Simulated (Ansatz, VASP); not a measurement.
# Cross-check of LiCaCl3 between VASP and Ansatz, part 2 of 3

Aim: how closely do two programs agree when they are given the same cell, functional and k mesh? The cell is generated by rule, not measured, and may not be a known phase. The cell is taken from a series of runs on this material, whose earlier steps may have relaxed, scaled, displaced or heated it; both programs get it as it stands.

VASP 6.6.1 and Ansatz 0.2.0.

So far: The starting structure; VASP: zone-centre phonons, PBEsol.

## 2. VASP: zone-centre phonons, PBEsol (continued)

Level of this step: PBEsol; plane waves and PAW (Li_sv, Ca_sv, Cl); invented cell (VASP).

OUTCAR, selected parts (step 2):

```text
ion  position               nearest neighbor table
   1  0.000  0.000  0.000-
   2  0.500  0.500  0.500-   3 2.63   4 2.63   5 2.63   3 2.63   4 2.63   5 2.63
   3  0.500  0.500  0.000-   2 2.63   2 2.63
   4  0.500  0.000  0.500-   2 2.63   2 2.63
   5  0.000  0.500  0.500-   2 2.63   2 2.63

  LATTYP: Found a simple cubic cell.
 ALAT       =     5.2669287819

 Subroutine GETGRP returns: Found 48 space group operations
 (whereof 48 operations were pure point group operations)

The static configuration has the point symmetry O_h .

 Found     10 irreducible k-points:

   k-points           NKPTS =     10   k-points in BZ     NKDIM =     10   number of bands    NBANDS=     23

   dimension x,y,z NGX =    48 NGY =   48 NGZ =   48
   dimension x,y,z NGXF=    96 NGYF=   96 NGZF=   96

   ENCUT  =  750.0 eV  55.12 Ry    7.42 a.u.  11.76 11.76 11.76*2*pi/ulx,y,z

   NELECT =      34.0000    total number of electrons

 k-points in reciprocal lattice and weights: Automatic mesh
   0.00000000  0.00000000  0.00000000       0.016
   0.25000000  0.00000000  0.00000000       0.094
   0.50000000  0.00000000  0.00000000       0.047
   0.25000000  0.25000000  0.00000000       0.188
   0.50000000  0.25000000  0.00000000       0.188
   0.50000000  0.50000000  0.00000000       0.047
   0.25000000  0.25000000  0.25000000       0.125
   0.50000000  0.25000000  0.25000000       0.188
   0.50000000  0.50000000  0.25000000       0.094
   0.50000000  0.50000000  0.50000000       0.016

 average (electrostatic) potential at core
       1 -66.5359       2 -47.3440       3 -94.2133       4 -94.2133       5 -94.2133

  Total        0.0890575      0.0890575      0.0890575     -0.0000000     -0.0000000      0.0000000
  in kB        0.9765825      0.9765825      0.9765825     -0.0000000     -0.0000000      0.0000000
  external PRESSURE =       0.9765825 kB  Pullay stress =       0.0000000 kB

  energy-cutoff  :      750.00
  volume of cell :      146.11
      direct lattice vectors                 reciprocal lattice vectors
     5.266928782  0.000000000  0.000000000     0.189863968  0.000000000  0.000000000
     0.000000000  5.266928782  0.000000000     0.000000000  0.189863968  0.000000000
     0.000000000  0.000000000  5.266928782     0.000000000  0.000000000  0.189863968

 POSITION                                       TOTAL-FORCE (eV/Angst)
 -----------------------------------------------------------------------------------
      0.00000      0.00000      0.00000         0.000000      0.000000      0.000000
      2.63346      2.63346      2.63346         0.000000      0.000000      0.000000
      2.63346      2.63346      0.00000         0.000000      0.000000      0.000000
      2.63346      0.00000      2.63346         0.000000      0.000000      0.000000
      0.00000      2.63346      2.63346         0.000000      0.000000      0.000000
 -----------------------------------------------------------------------------------
    total drift:                                0.000000     -0.000000     -0.000000

 Eigenvectors and eigenvalues of the dynamical matrix
 ----------------------------------------------------

   1 f  =    9.125109 THz    57.334752 2PiTHz  304.380878 cm-1    37.738402 meV
             X         Y         Z           dx          dy          dz
      0.000000  0.000000  0.000000     0.000234   -0.010576    0.000000
      2.633464  2.633464  2.633464     0.013794   -0.624307   -0.000000
      2.633464  2.633464  0.000000     0.001226   -0.055489   -0.000000
      2.633464  0.000000  2.633464     0.001226    0.776842   -0.000000
      0.000000  2.633464  2.633464    -0.017164   -0.055489   -0.000000

   2 f  =    9.125109 THz    57.334752 2PiTHz  304.380878 cm-1    37.738402 meV
             X         Y         Z           dx          dy          dz
      0.000000  0.000000  0.000000    -0.007478   -0.000165    0.007480
      2.633464  2.633464  2.633464    -0.441452   -0.009754    0.441559
      2.633464  2.633464  0.000000    -0.039237   -0.000867   -0.549444
      2.633464  0.000000  2.633464    -0.039237    0.012137    0.039247
      0.000000  2.633464  2.633464     0.549310   -0.000867    0.039247

   3 f  =    9.125109 THz    57.334752 2PiTHz  304.380878 cm-1    37.738402 meV
             X         Y         Z           dx          dy          dz
      0.000000  0.000000  0.000000    -0.007478   -0.000165   -0.007480
      2.633464  2.633464  2.633464    -0.441452   -0.009754   -0.441559
      2.633464  2.633464  0.000000    -0.039237   -0.000867    0.549444
      2.633464  0.000000  2.633464    -0.039237    0.012137   -0.039247
      0.000000  2.633464  2.633464     0.549310   -0.000867   -0.039247

   4 f  =    3.154753 THz    19.821898 2PiTHz  105.231233 cm-1    13.047004 meV
             X         Y         Z           dx          dy          dz
      0.000000  0.000000  0.000000    -0.006785    0.000879    0.253286
      2.633464  2.633464  2.633464     0.016028   -0.002076   -0.598315
      2.633464  2.633464  0.000000    -0.012079    0.001564   -0.412973
      2.633464  0.000000  2.633464    -0.012079   -0.001433    0.450882
      0.000000  2.633464  2.633464     0.011063    0.001564    0.450882

   5 f  =    3.154753 THz    19.821898 2PiTHz  105.231233 cm-1    13.047004 meV
             X         Y         Z           dx          dy          dz
      0.000000  0.000000  0.000000     0.173791   -0.184307    0.005295
      2.633464  2.633464  2.633464    -0.410532    0.435373   -0.012508
      2.633464  2.633464  0.000000     0.309371   -0.328091   -0.008633
      2.633464  0.000000  2.633464     0.309371    0.300506    0.009426
      0.000000  2.633464  2.633464    -0.283360   -0.328091    0.009426

   6 f  =    3.154753 THz    19.821898 2PiTHz  105.231233 cm-1    13.047004 meV
             X         Y         Z           dx          dy          dz
      0.000000  0.000000  0.000000    -0.184258   -0.173869   -0.004333
      2.633464  2.633464  2.633464     0.435257    0.410717    0.010235
      2.633464  2.633464  0.000000    -0.328004   -0.309511    0.007065
      2.633464  0.000000  2.633464    -0.328004    0.283488   -0.007713
      0.000000  2.633464  2.633464     0.300427   -0.309511   -0.007713

   7 f/i=    0.052132 THz     0.327554 2PiTHz    1.738929 cm-1     0.215600 meV
             X         Y         Z           dx          dy          dz
      0.000000  0.000000  0.000000     0.077760   -0.204878   -0.023456
      2.633464  2.633464  2.633464     0.176572   -0.465223   -0.053263
      2.633464  2.633464  0.000000     0.172039   -0.453280   -0.050538
      2.633464  0.000000  2.633464     0.172039   -0.441420   -0.051896
      0.000000  2.633464  2.633464     0.167538   -0.453280   -0.051896

   8 f/i=    0.052132 THz     0.327554 2PiTHz    1.738929 cm-1     0.215600 meV
             X         Y         Z           dx          dy          dz
      0.000000  0.000000  0.000000    -0.206050   -0.078199   -0.000052
      2.633464  2.633464  2.633464    -0.467885   -0.177569   -0.000118
      2.633464  2.633464  0.000000    -0.455874   -0.173011   -0.000112
      2.633464  0.000000  2.633464    -0.455874   -0.168484   -0.000115
      0.000000  2.633464  2.633464    -0.443945   -0.173011   -0.000115

   9 f/i=    0.052132 THz     0.327554 2PiTHz    1.738929 cm-1     0.215600 meV
             X         Y         Z           dx          dy          dz
      0.000000  0.000000  0.000000    -0.008274    0.021949   -0.219138
      2.633464  2.633464  2.633464    -0.018789    0.049839   -0.497604
      2.633464  2.633464  0.000000    -0.018307    0.048560   -0.472144
      2.633464  0.000000  2.633464    -0.018307    0.047289   -0.484830
      0.000000  2.633464  2.633464    -0.017828    0.048560   -0.484830

  10 f/i=    1.364756 THz     8.575013 2PiTHz   45.523350 cm-1     5.644173 meV
             X         Y         Z           dx          dy          dz
      0.000000  0.000000  0.000000     0.000000    0.000000   -0.000000
      2.633464  2.633464  2.633464    -0.000000    0.000000   -0.000000
      2.633464  2.633464  0.000000    -0.185370   -0.682337   -0.000000
      2.633464  0.000000  2.633464     0.185370    0.000000    0.007314
      0.000000  2.633464  2.633464    -0.000000    0.682337   -0.007314

  11 f/i=    1.364756 THz     8.575013 2PiTHz   45.523350 cm-1     5.644173 meV
             X         Y         Z           dx          dy          dz
      0.000000  0.000000  0.000000     0.000000    0.000000    0.000000
      2.633464  2.633464  2.633464     0.000000   -0.000000    0.000000
      2.633464  2.633464  0.000000    -0.682373    0.185383    0.000000
      2.633464  0.000000  2.633464     0.682373   -0.000000    0.000303
      0.000000  2.633464  2.633464     0.000000   -0.185383   -0.000303

  12 f/i=    1.364756 THz     8.575013 2PiTHz   45.523350 cm-1     5.644173 meV
             X         Y         Z           dx          dy          dz
      0.000000  0.000000  0.000000     0.000000    0.000000   -0.000000
      2.633464  2.633464  2.633464     0.000000    0.000000   -0.000000
      2.633464  2.633464  0.000000    -0.002209   -0.006979   -0.000000
      2.633464  0.000000  2.633464     0.002209    0.000000   -0.707069
      0.000000  2.633464  2.633464     0.000000    0.006979    0.707069

  13 f/i=    5.406967 THz    33.972979 2PiTHz  180.357022 cm-1    22.361411 meV
             X         Y         Z           dx          dy          dz
      0.000000  0.000000  0.000000    -0.007583    0.003277    0.941832
      2.633464  2.633464  2.633464    -0.000297    0.000128    0.036899
      2.633464  2.633464  0.000000     0.001901   -0.000821    0.008755
      2.633464  0.000000  2.633464     0.001901    0.000030   -0.236048
      0.000000  2.633464  2.633464    -0.000070   -0.000821   -0.236048

  14 f/i=    5.406967 THz    33.972979 2PiTHz  180.357022 cm-1    22.361411 meV
             X         Y         Z           dx          dy          dz
      0.000000  0.000000  0.000000    -0.373612   -0.864598   -0.000000
      2.633464  2.633464  2.633464    -0.014638   -0.033874   -0.000000
      2.633464  2.633464  0.000000     0.093637    0.216691   -0.000000
      2.633464  0.000000  2.633464     0.093637   -0.008037   -0.000000
      0.000000  2.633464  2.633464    -0.003473    0.216691   -0.000000

  15 f/i=    5.406967 THz    33.972979 2PiTHz  180.357022 cm-1    22.361411 meV
             X         Y         Z           dx          dy          dz
      0.000000  0.000000  0.000000    -0.864565    0.373598   -0.008261
      2.633464  2.633464  2.633464    -0.033872    0.014637   -0.000324
      2.633464  2.633464  0.000000     0.216683   -0.093633   -0.000077
      2.633464  0.000000  2.633464     0.216683    0.003473    0.002070
      0.000000  2.633464  2.633464    -0.008036   -0.093633    0.002070

 ELASTIC MODULI CONTR FROM IONIC RELAXATION (kBar)
 Direction    XX          YY          ZZ          XY          YZ          ZX
 --------------------------------------------------------------------------------
 XX           0.0000      0.0000      0.0000      0.0000      0.0000      0.0000
 YY           0.0000      0.0000      0.0000      0.0000      0.0000      0.0000
 ZZ           0.0000      0.0000      0.0000      0.0000      0.0000      0.0000
 XY           0.0000      0.0000      0.0000      0.0000      0.0000      0.0000
 YZ           0.0000      0.0000      0.0000      0.0000      0.0000      0.0000
 ZX           0.0000      0.0000      0.0000      0.0000      0.0000      0.0000
 --------------------------------------------------------------------------------
```

(Part 2 of 3 ends here.)

[Lines on the potential files, build, host, timing and source positions are cut from VASP's logs without a mark.]

[Logs are printed without paths, hosts, clocks, repeated set-up lines and the standing remarks that a program may print on its own settings, such as how far it seeks lower states.]

[Hosts, paths, dates, database ids (printed as entryN), source tags and the programs' standing remarks are cut or masked in the printed files.]
